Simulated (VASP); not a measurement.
Computed with revTPSS meta-GGA, VASP's PBE PAW potentials (set 64) (plane waves; VASP 6.6.1).

The input files of a VASP run:

INCAR:
```
! general
SYSTEM =GaN
PREC   =Accurate
ENCUT  =520   ! plane-wave cut-off (eV)
LREAL  =F
LASPH  =T

! electronic loop
EDIFF  =1E-7   ! SCF stop (eV)
NELM   =100
ALGO   =Normal   ! blocked Davidson
LMAXMIX=4   ! l cut-off of mixed one-centre charges
LMIXTAU=T

! smearing
ISMEAR =0   ! Gaussian
SIGMA  =0.05   ! width (eV)

! functional
METAGGA=RTPSS

! ions
ISIF   =2   ! forces and stress, cell fixed

! output
LWAVE  =F
LCHARG =F
```

**POSCAR**
```
GaN
1
    0.0000000000     2.2593680549     2.2593680549
    2.2593680549     0.0000000000     2.2593680549
    2.2593680549     2.2593680549     0.0000000000
Ga N
1 1
Direct
  0.0000000000   0.0000000000   0.0000000000
  0.2500000000   0.2500000000   0.2500000000
```

**KPOINTS**
```
Automatic mesh
0
Gamma
10 10 10
0 0 0
```

POTCAR, in this order: Ga_d N (PBE.64 set). Program: vasp_std.

Output

OSZICAR:
```
       N       E                     dE             d eps       ncg     rms          rms(c)
DAV:   1     0.893826702739E+02    0.89383E+02   -0.10053E+04  1339   0.250E+03
DAV:   2    -0.515271290165E+00   -0.89898E+02   -0.84608E+02  1367   0.360E+02
DAV:   3    -0.664376609804E+01   -0.61285E+01   -0.60870E+01  1412   0.868E+01
DAV:   4    -0.673435995055E+01   -0.90594E-01   -0.90483E-01  1409   0.112E+01
DAV:   5    -0.673548934954E+01   -0.11294E-02   -0.11294E-02  1415   0.114E+00    0.677E+00
DAV:   6    -0.781788907184E+01   -0.10824E+01   -0.60304E+00  1514   0.454E+01    0.387E+00
DAV:   7    -0.778645679533E+01    0.31432E-01   -0.10829E+00  1747   0.149E+01    0.144E+00
DAV:   8    -0.778886158865E+01   -0.24048E-02   -0.29782E-01  1261   0.559E+00    0.782E-01
DAV:   9    -0.758750238869E+01    0.20136E+00   -0.14719E-01  1222   0.563E+00    0.442E-01
DAV:  10    -0.779116195794E+01   -0.20366E+00   -0.10104E-01  1222   0.436E+00    0.297E-01
DAV:  11    -0.779176880932E+01   -0.60685E-03   -0.31202E-03  1492   0.706E-01    0.217E-01
DAV:  12    -0.779406978433E+01   -0.23010E-02   -0.11750E-03  1222   0.430E-01    0.136E-01
DAV:  13    -0.779527410534E+01   -0.12043E-02   -0.18778E-03  1292   0.519E-01    0.297E-02
DAV:  14    -0.779523718052E+01    0.36925E-04   -0.56197E-05  1377   0.934E-02    0.157E-02
DAV:  15    -0.779527204224E+01   -0.34862E-04   -0.45556E-05  1252   0.105E-01    0.416E-03
DAV:  16    -0.779529202459E+01   -0.19982E-04   -0.42989E-06  1257   0.336E-02    0.482E-03
DAV:  17    -0.779529118320E+01    0.84138E-06   -0.35520E-06  1242   0.284E-02    0.250E-03
DAV:  18    -0.779529681766E+01   -0.56345E-05   -0.15139E-06  1257   0.173E-02    0.186E-03
DAV:  19    -0.779529544186E+01    0.13758E-05   -0.90772E-08   941   0.535E-03    0.760E-04
DAV:  20    -0.779529597094E+01   -0.52908E-06   -0.11131E-08   646   0.138E-03    0.481E-04
DAV:  21    -0.779529571645E+01    0.25450E-06   -0.42561E-09   646   0.793E-04    0.122E-04
DAV:  22    -0.779529588838E+01   -0.17194E-06   -0.13810E-09   621   0.581E-04    0.270E-05
DAV:  23    -0.779529580784E+01    0.80543E-07   -0.54134E-10   641   0.451E-04
   1 F= -.77952958E+01 E0= -.77952958E+01  d E =-.411883E-14
```

### OUTCAR
```
------------------------ aborting loop because EDIFF is reached ----------------------------------------
  FORCE on cell =-STRESS in cart. coord.  units (eV):
  Direction    XX          YY          ZZ          XY          YZ          ZX
  --------------------------------------------------------------------------------------
  Total        0.0025798      0.0025798      0.0025798      0.0000000      0.0000000     -0.0000000
  in kB        0.1791886      0.1791886      0.1791886      0.0000000      0.0000000     -0.0000000
  external PRESSURE =       0.1791886 kB  Pullay stress =       0.0000000 kB
  volume of cell :       23.07
      direct lattice vectors                 reciprocal lattice vectors
     0.000000000  2.259368055  2.259368055    -0.221300819  0.221300819  0.221300819
     2.259368055  0.000000000  2.259368055     0.221300819 -0.221300819  0.221300819
     2.259368055  2.259368055  0.000000000     0.221300819  0.221300819 -0.221300819
  FREE ENERGIE OF THE ION-ELECTRON SYSTEM (eV)
  ---------------------------------------------------
  free  energy   TOTEN  =        -7.7952958078 eV

  energy  without entropy=       -7.7952958078  energy(sigma->0) =       -7.79529581
```
(Selected blocks of OUTCAR.)

The compound is GaN in the zinc blende structure, a metastable form; wurtzite is the usual one. It was relaxed first.
